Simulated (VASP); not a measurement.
An input for Quantum ESPRESSO's pw.x (written as the equivalent of a VASP run, and not itself run):

```
&CONTROL
  calculation = 'scf'
  pseudo_dir = './pseudo'
  outdir = './out'
  tprnfor = .true.
  tstress = .true.
/
&SYSTEM
  ibrav = 0
  nat = 1
  ntyp = 1
  ecutwfc = 88
  occupations = 'smearing'
  smearing = 'methfessel-paxton'
  degauss = 0.00735
  input_dft = 'pbe'
  vdw_corr = 'grimme-d3'
  dftd3_version = 3
  dftd3_threebody = .false.
/
&ELECTRONS
  conv_thr = 7.3e-08
  electron_maxstep = 100
/
ATOMIC_SPECIES
  Rh 102.906 Rh.upf
CELL_PARAMETERS angstrom
     0.0000000    1.9380000    1.9380000
     1.9380000    0.0000000    1.9380000
     1.9380000    1.9380000    0.0000000
ATOMIC_POSITIONS crystal
  Rh   0.0000000  0.0000000  0.0000000
K_POINTS automatic
  15 15 15 0 0 0
```

Task: Write the VASP files for the same calculation (PBE-D3 (zero damping)).

Result: One answer among several that fit: 
### POSCAR
```
Rh
1.0
  0.0000000000   1.9380000000   1.9380000000
  1.9380000000   0.0000000000   1.9380000000
  1.9380000000   1.9380000000   0.0000000000
Rh
1
direct
  0.0000000000   0.0000000000   0.0000000000
```

INCAR:
```
ALGO  =  Normal
EDIFF  =  1E-6
ENCUT  =  400
GGA  =  PE
ISIF  =  2
ISMEAR  =  1
IVDW  =  11
LASPH  =  .TRUE.
LCHARG  =  .FALSE.
LMAXMIX  =  4
LREAL  =  .FALSE.
LWAVE  =  .FALSE.
NELM  =  100
PREC  =  Accurate
SIGMA  =  0.1
SYSTEM  =  Rh
```

### KPOINTS
```
Automatic mesh
0
Gamma
15 15 15
0 0 0
```

POTCAR, in this order: Rh_pv (PBE.64 set). Program: vasp_std.

What does not carry over: the potentials are each code's own (VASP's PAW set, PseudoDojo norm-conserving files in pw.x), so ENCUT and ecutwfc are chosen apart and not converted; conv_thr bounds pw.x's estimated SCF error, while EDIFF bounds the energy change between steps.

The compound is Rh in the fcc structure. The cell was not relaxed at this level. The run is one of a series of settings (IVDW = 11 against the base run), some of them coarse on purpose.
